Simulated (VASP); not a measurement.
These are r2SCAN meta-GGA, VASP's PBE PAW potentials (set 64) (plane waves; VASP 6.6.1) values and carry that method's errors.

VASP input:

File KPOINTS_OPT:
```
k-points along high-symmetry lines
6
Line-mode
Reciprocal
  0.000000   0.000000   0.000000 ! GAMMA
  0.500000   0.000000   0.000000 ! M

  0.500000   0.000000   0.000000 ! M
  0.333333   0.333333   0.000000 ! K

  0.333333   0.333333   0.000000 ! K
  0.000000   0.000000   0.000000 ! GAMMA

  0.000000   0.000000   0.000000 ! GAMMA
  0.000000   0.000000   0.500000 ! A

  0.000000   0.000000   0.500000 ! A
  0.500000   0.000000   0.500000 ! L

  0.500000   0.000000   0.500000 ! L
  0.333333   0.333333   0.500000 ! H

  0.333333   0.333333   0.500000 ! H
  0.000000   0.000000   0.500000 ! A

  0.500000   0.000000   0.500000 ! L
  0.500000   0.000000   0.000000 ! M

  0.333333   0.333333   0.500000 ! H
  0.333333   0.333333   0.000000 ! K
```

**KPOINTS**
```
Automatic mesh
0
gamma
11 11 13
```

### INCAR
```
# general
SYSTEM  = AlSn
PREC    = Accurate
ENCUT   = 400
LREAL   = F
LASPH   = T

# electronic loop
EDIFF   = 1E-7
NELM    = 100
ALGO    = Normal
LMAXMIX = 4
LMIXTAU = T

# smearing
ISMEAR  = -5

# functional
METAGGA = R2SCAN

# ions
ISIF    = 2

# output
LWAVE   = F
LCHARG  = F
LORBIT  = 11
NEDOS   = 601
```

### POSCAR
```
AlSn
1
    4.2346022438     0.0000000000     0.0000000000
   -2.1173011219     3.6672732125     0.0000000000
    0.0000000000     0.0000000000     3.1731731656
Al Sn
1 1
Direct
  0.0000000000   0.0000000000   0.0000000000
  0.3333330000   0.6666670000   0.5000000000
```

POTCAR, in this order: Al Sn_d (PBE.64 set). Program: vasp_std.

The resulting files:

OUTCAR:
```
 ion  position               nearest neighbor table
   1  0.000  0.000  0.000-   2 2.91   2 2.91   2 2.91   2 2.91   2 2.91   2 2.91
   2  0.333  0.667  0.500-   1 2.91   1 2.91   1 2.91   1 2.91   1 2.91   1 2.91
  LATTYP: Found a hexagonal cell.
 ALAT       =     4.2346022438
 C/A-ratio  =     0.7493438540
 Subroutine PRICEL returns:
 Original cell was already a primitive cell.
 Subroutine GETGRP returns: Found 12 space group operations
The static configuration has the point symmetry D_3h.
The dynamic configuration has the point symmetry D_3h.
 Subroutine INISYM returns: Found 12 space group operations
 Subroutine IBZKPT returns following result:
 Found    112 irreducible k-points:

 Following reciprocal coordinates:
            Coordinates               Weight
  0.000000  0.000000  0.000000      1.000000
  0.090909  0.000000  0.000000      6.000000
  0.181818  0.000000  0.000000      6.000000
  0.272727  0.000000  0.000000      6.000000
  0.363636  0.000000  0.000000      6.000000
  0.454545  0.000000  0.000000      6.000000
  0.090909  0.090909  0.000000      6.000000
  0.181818  0.090909  0.000000     12.000000
  0.272727  0.090909  0.000000     12.000000
  0.363636  0.090909  0.000000     12.000000
  0.454545  0.090909  0.000000      6.000000
  0.181818  0.181818  0.000000      6.000000
  0.272727  0.181818  0.000000     12.000000
  0.363636  0.181818  0.000000     12.000000
  0.272727  0.272727  0.000000      6.000000
  0.363636  0.272727  0.000000      6.000000
  0.000000  0.000000  0.076923      2.000000
  0.090909  0.000000  0.076923     12.000000
  0.181818  0.000000  0.076923     12.000000
  0.272727  0.000000  0.076923     12.000000
  0.363636  0.000000  0.076923     12.000000
  0.454545  0.000000  0.076923     12.000000
  0.090909  0.090909  0.076923     12.000000
  0.181818  0.090909  0.076923     24.000000
  0.272727  0.090909  0.076923     24.000000
  0.363636  0.090909  0.076923     24.000000
  0.454545  0.090909  0.076923     12.000000
  0.181818  0.181818  0.076923     12.000000
  0.272727  0.181818  0.076923     24.000000
  0.363636  0.181818  0.076923     24.000000
  0.272727  0.272727  0.076923     12.000000
  0.363636  0.272727  0.076923     12.000000
  0.000000  0.000000  0.153846      2.000000
  0.090909  0.000000  0.153846     12.000000
  0.181818  0.000000  0.153846     12.000000
  0.272727  0.000000  0.153846     12.000000
  0.363636  0.000000  0.153846     12.000000
  0.454545  0.000000  0.153846     12.000000
  0.090909  0.090909  0.153846     12.000000
  0.181818  0.090909  0.153846     24.000000
   k-points           NKPTS =    112   k-points in BZ     NKDIM =    112   number of bands    NBANDS=     12
   number of dos      NEDOS =    601   number of ions     NIONS =      2
   total plane-waves  NPLWV =  18816
   dimension x,y,z NGX =    28 NGY =   28 NGZ =   24
   dimension x,y,z NGXF=    56 NGYF=   56 NGZF=   48
   ions per type =               1   1
   PREC   = accura    normal or accurate (medium, high low for compatibility)
   ISTART =      0    job   : 0-new  1-cont  2-samecut
   ICHARG =      2    charge: 1-file 2-atom 10-const
   ISPIN  =      1    spin polarized calculation?
   LNONCOLLINEAR =      F non collinear calculations
   LSORBIT =      F    spin-orbit coupling
   INIWAV =      1    electr: 0-lowe 1-rand  2-diag
   ENCUT  =  400.0 eV  29.40 Ry    5.42 a.u.   6.91  6.91  5.17*2*pi/ulx,y,z
   NELM   =    100;   NELMIN=  2; NELMDL= -5     # of ELM steps
   EDIFF  = 0.1E-06   stopping-criterion for ELM
   LREAL  =      F    real-space projection
   NLSPLINE    = F    spline interpolate recip. space projectors
...
```

File OSZICAR:
```
       N       E                     dE             d eps       ncg     rms          rms(c)
DAV:   1     0.587226622885E+02    0.58723E+02   -0.74640E+03  2704   0.145E+03
DAV:   2    -0.273592833690E+02   -0.86082E+02   -0.83880E+02  2820   0.323E+02
DAV:   3    -0.332021903618E+02   -0.58429E+01   -0.57619E+01  3240   0.849E+01
DAV:   4    -0.333569087600E+02   -0.15472E+00   -0.15488E+00  3252   0.150E+01
DAV:   5    -0.333637679424E+02   -0.68592E-02   -0.68627E-02  3668   0.288E+00    0.419E+00
DAV:   6    -0.309681780640E+02    0.23956E+01   -0.78878E-01  3196   0.171E+01    0.218E+00
DAV:   7    -0.308822001558E+02    0.85978E-01   -0.31895E-01  2908   0.765E+00    0.771E-01
DAV:   8    -0.309847616202E+02   -0.10256E+00   -0.22585E-01  2732   0.577E+00    0.469E-01
DAV:   9    -0.309777992025E+02    0.69624E-02   -0.23589E-02  2864   0.170E+00    0.951E-02
DAV:  10    -0.309776559062E+02    0.14330E-03   -0.96796E-04  3252   0.265E-01    0.967E-02
DAV:  11    -0.309779843440E+02   -0.32844E-03   -0.20986E-04  3004   0.191E-01    0.513E-02
DAV:  12    -0.309782916575E+02   -0.30731E-03   -0.47378E-04  2860   0.255E-01    0.343E-02
DAV:  13    -0.309782986714E+02   -0.70139E-05   -0.96689E-05  2856   0.142E-01    0.145E-02
DAV:  14    -0.309783203803E+02   -0.21709E-04   -0.16906E-05  3088   0.566E-02    0.936E-03
DAV:  15    -0.309783267974E+02   -0.64171E-05   -0.62570E-06  2924   0.275E-02    0.257E-03
DAV:  16    -0.309783247905E+02    0.20069E-05   -0.12168E-05  2744   0.532E-02    0.197E-03
DAV:  17    -0.309783273107E+02   -0.25202E-05   -0.61536E-07  3176   0.925E-03    0.110E-03
DAV:  18    -0.309783273364E+02   -0.25706E-07   -0.91058E-09  1740   0.994E-04
   1 F= -.30978327E+02 E0= -.30978327E+02  d E =0.000000E+00
       N       E                     dE             ncg
```

File OUTCAR:
```
------------------------ aborting loop because EDIFF is reached ----------------------------------------
  FORCE on cell =-STRESS in cart. coord.  units (eV):
  Direction    XX          YY          ZZ          XY          YZ          ZX
  --------------------------------------------------------------------------------------
  Total        0.0137791      0.0137791     -0.0673183      0.0000000     -0.0000000      0.0000000
  in kB        0.4480047      0.4480047     -2.1887400      0.0000000     -0.0000000      0.0000000
  external PRESSURE =      -0.4309102 kB  Pullay stress =       0.0000000 kB
  volume of cell :       49.28
      direct lattice vectors                 reciprocal lattice vectors
     4.234602244  0.000000000  0.000000000     0.236149688  0.136341083  0.000000000
    -2.117301122  3.667273213  0.000000000     0.000000000  0.272682165  0.000000000
     0.000000000  0.000000000  3.173173166     0.000000000  0.000000000  0.315141957
 POSITION                                       TOTAL-FORCE (eV/Angst)
 -----------------------------------------------------------------------------------
      0.00000      0.00000      0.00000         0.000000     -0.000000      0.000000
     -0.00000      2.44485      1.58659        -0.000000      0.000000      0.000000
 -----------------------------------------------------------------------------------
    total drift:                                0.001215     -0.000703      0.000000
  FREE ENERGIE OF THE ION-ELECTRON SYSTEM (eV)
  ---------------------------------------------------
  free  energy   TOTEN  =       -30.9783273364 eV

  energy  without entropy=      -30.9783273364  energy(sigma->0) =      -30.97832734

 total charge

# of ion       s       p       d       tot
------------------------------------------
    1        0.458   0.305   0.000   0.762
    2        1.172   1.185   9.985  12.342
--------------------------------------------------
tot          1.629   1.490   9.985  13.105
```
(Selected blocks of OUTCAR.)

For a metal the tetrahedron method with Blöchl corrections gives inexact stress and forces.

The structure comes from a computed database's AlSn entry (P-6m2); how it stands against other phases isn't given here. It was relaxed first. The electron count is odd and the run is not spin-polarised, which forces a metal.
